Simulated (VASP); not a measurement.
Consider the following.

```
CoTi
1.0
    2.99000     0.00000     0.00000
    0.00000     2.99000     0.00000
    0.00000     0.00000     2.99000
Ti Co
1 1
Cartesian
  0.00000   0.00000   0.00000
  1.49500   1.49500   1.49500
```

Computed with PBE GGA with D4 dispersion, VASP's PBE PAW potentials (set 64) (plane waves; VASP). Settings: 520 eV cut-off, 11×11×11 Γ-centred mesh, first-order Methfessel-Paxton smearing of 0.10 eV, potentials Ti_sv Co.

Energy and stress use the plane-wave basis of the starting cell.

Question: The ions, cell shape and volume are relaxed. What does this cell relax into?

Answer: 
```
CoTi
1.0
    2.94938     0.00000     0.00000
    0.00000     2.94938     0.00000
    0.00000     0.00000     2.94938
Ti Co
1 1
Direct
  0.00000   0.00000   0.00000
  0.50000   0.50000   0.50000
```
Space group Pm-3m (221), at a tolerance of 0.03 Å.

Question: How do energy and volume change from the first to the last step?

Answer: The energy (σ→0) changes by -12.4 meV/atom and the volume by -4.0 %, in 3 ionic steps.

The compound is TiCo in the CsCl type structure. This run relaxes it. Symmetry was kept, so distortions that lower it aren't found. The run is not spin-polarised, so no magnetic state was tried. The electron count is odd and the run is not spin-polarised, which forces a metal.
